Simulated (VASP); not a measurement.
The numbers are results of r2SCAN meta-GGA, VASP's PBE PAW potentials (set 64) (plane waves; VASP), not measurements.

VASP ran on this input.

File POSCAR:
```
C
1
    0.0000000000     1.7678133904     1.7678133904
    1.7678133904     0.0000000000     1.7678133904
    1.7678133904     1.7678133904     0.0000000000
C
2
Direct
  0.0000000000   0.0000000000   0.0000000000
  0.2500000000   0.2500000000   0.2500000000
```

**INCAR**
```
SYSTEM = C
PREC = Accurate
ENCUT = 620
EDIFF = 1E-6
NELM = 100
ALGO = Normal
LREAL = .FALSE.
LASPH = .TRUE.
ISMEAR = 0
SIGMA = 0.05
METAGGA = R2SCAN
LMIXTAU = .TRUE.
LWAVE = .FALSE.
LCHARG = .FALSE.
IBRION = 2
ISIF = 3
NSW = 40
EDIFFG = -0.02
PSTRESS = 200
```

**KPOINTS**
```
Automatic mesh
0
Gamma
13 13 13
0 0 0
```

POTCAR, in this order: C (PBE.64 set). Program: vasp_std.

The resulting files:

### OSZICAR
```
       N       E                     dE             d eps       ncg     rms          rms(c)
DAV:   1     0.478978140875E+00    0.47898E+00   -0.58859E+03  1360   0.119E+03
DAV:   2    -0.218431263007E+02   -0.22322E+02   -0.21183E+02  2136   0.127E+02
DAV:   3    -0.219763205235E+02   -0.13319E+00   -0.13319E+00  1408   0.130E+01
DAV:   4    -0.219766436705E+02   -0.32315E-03   -0.32315E-03  1984   0.515E-01
DAV:   5    -0.219766437478E+02   -0.77349E-07   -0.77348E-07  1416   0.553E-03    0.528E+00
DAV:   6    -0.194615478145E+02    0.25151E+01   -0.35164E-01  1656   0.675E+00    0.432E+00
DAV:   7    -0.224290927849E+02   -0.29675E+01   -0.14292E+00  1584   0.918E+00    0.954E-01
DAV:   8    -0.194723946353E+02    0.29567E+01   -0.42982E-01  1464   0.593E+00    0.114E+00
DAV:   9    -0.196446082567E+02   -0.17221E+00   -0.28071E-02  1528   0.222E+00    0.195E-01
DAV:  10    -0.196552494636E+02   -0.10641E-01   -0.71882E-03  1736   0.991E-01    0.182E-01
DAV:  11    -0.196546391120E+02    0.61035E-03   -0.10664E-04  1352   0.118E-01    0.146E-01
DAV:  12    -0.196573055864E+02   -0.26665E-02   -0.64707E-04  1344   0.340E-01    0.240E-02
DAV:  13    -0.196573383709E+02   -0.32785E-04   -0.12689E-05  1904   0.505E-02    0.170E-02
DAV:  14    -0.196573384762E+02   -0.10528E-06   -0.14071E-06  1296   0.151E-02
   1 F= -.18278039E+02 E0= -.18278039E+02  d E =-.182780E+02
       N       E                     dE             d eps       ncg     rms          rms(c)
DAV:   1    -0.195796021727E+02    0.77736E-01   -0.68749E-01  1592   0.885E+00    0.682E-01
DAV:   2    -0.195808724579E+02   -0.12703E-02   -0.14448E-02  1360   0.131E+00    0.429E-01
DAV:   3    -0.195731891668E+02    0.76833E-02   -0.57864E-03  1488   0.106E+00    0.578E-02
DAV:   4    -0.195820196115E+02   -0.88304E-02   -0.42559E-03  1344   0.751E-01    0.180E-02
DAV:   5    -0.195821532623E+02   -0.13365E-03   -0.10857E-04  1504   0.110E-01    0.487E-03
DAV:   6    -0.195821785597E+02   -0.25297E-04   -0.33410E-05  1376   0.810E-02    0.621E-03
DAV:   7    -0.195821996311E+02   -0.21071E-04   -0.89354E-06  1344   0.401E-02    0.229E-03
DAV:   8    -0.195821997059E+02   -0.74774E-07   -0.61413E-08   672   0.359E-03
   2 F= -.18269250E+02 E0= -.18269250E+02  d E =0.878822E-02
       N       E                     dE             d eps       ncg     rms          rms(c)
DAV:   1    -0.196356503869E+02   -0.53451E-01   -0.24186E-01  1560   0.514E+00    0.406E-01
DAV:   2    -0.196366405058E+02   -0.99012E-03   -0.58775E-03  1360   0.819E-01    0.256E-01
DAV:   3    -0.196341702758E+02    0.24702E-02   -0.21187E-03  1488   0.633E-01    0.355E-02
DAV:   4    -0.196372504416E+02   -0.30802E-02   -0.16299E-03  1344   0.447E-01    0.112E-02
DAV:   5    -0.196373169907E+02   -0.66549E-04   -0.58631E-05  1416   0.808E-02    0.296E-03
DAV:   6    -0.196373222207E+02   -0.52300E-05   -0.13384E-05  1360   0.526E-02    0.362E-03
DAV:   7    -0.196373361768E+02   -0.13956E-04   -0.43356E-06  1344   0.277E-02    0.843E-04
DAV:   8    -0.196373359931E+02    0.18377E-06   -0.23637E-08   672   0.219E-03
   3 F= -.18284872E+02 E0= -.18284872E+02  d E =-.683315E-02
```

OUTCAR:
```
------------------------ aborting loop because EDIFF is reached ----------------------------------------
  FORCE on cell =-STRESS in cart. coord.  units (eV):
  Direction    XX          YY          ZZ          XY          YZ          ZX
  --------------------------------------------------------------------------------------
  Total        1.3495836      1.3495836      1.3495836      0.0000000     -0.0000000      0.0000000
  in kB      199.5740361    199.5740361    199.5740361      0.0000000     -0.0000000      0.0000000
  external PRESSURE =      -0.4259639 kB  Pullay stress =     200.0000000 kB
  volume of cell :       10.83
      direct lattice vectors                 reciprocal lattice vectors
     0.000000000  1.756273375  1.756273375    -0.284693720  0.284693720  0.284693720
     1.756273375  0.000000000  1.756273375     0.284693720 -0.284693720  0.284693720
     1.756273375  1.756273375  0.000000000     0.284693720  0.284693720 -0.284693720
 POSITION                                       TOTAL-FORCE (eV/Angst)
 -----------------------------------------------------------------------------------
      0.00000      0.00000      0.00000         0.000000      0.000000      0.000000
      0.87814      0.87814      0.87814        -0.000000     -0.000000     -0.000000
 -----------------------------------------------------------------------------------
    total drift:                                0.000000      0.000000      0.000000
  FREE ENERGIE OF THE ION-ELECTRON SYSTEM (eV)
  ---------------------------------------------------
  free  energy   TOTEN  =       -19.6373359931 eV

  energy  without entropy=      -19.6373359931  energy(sigma->0) =      -19.63733599
  enthalpy is  TOTEN    =       -18.2848718439 eV   P V=        1.3524641491

 reached required accuracy - stopping structural energy minimisation
```
(Selected blocks of OUTCAR.)

CONTCAR:
```
C
   1.00000000000000
     0.0000000000000000    1.7562733754134803    1.7562733754134803
     1.7562733754134803    0.0000000000000000    1.7562733754134803
     1.7562733754134803    1.7562733754134803    0.0000000000000000
  C
     2
Direct
     0.0000000000000000    0.0000000000000000    0.0000000000000000
     0.2500000000000000    0.2500000000000000    0.2500000000000000
```

The compound is C in the diamond structure. This run relaxes it under an external pressure of 20 GPa. Symmetry was kept, so distortions that lower it aren't found.
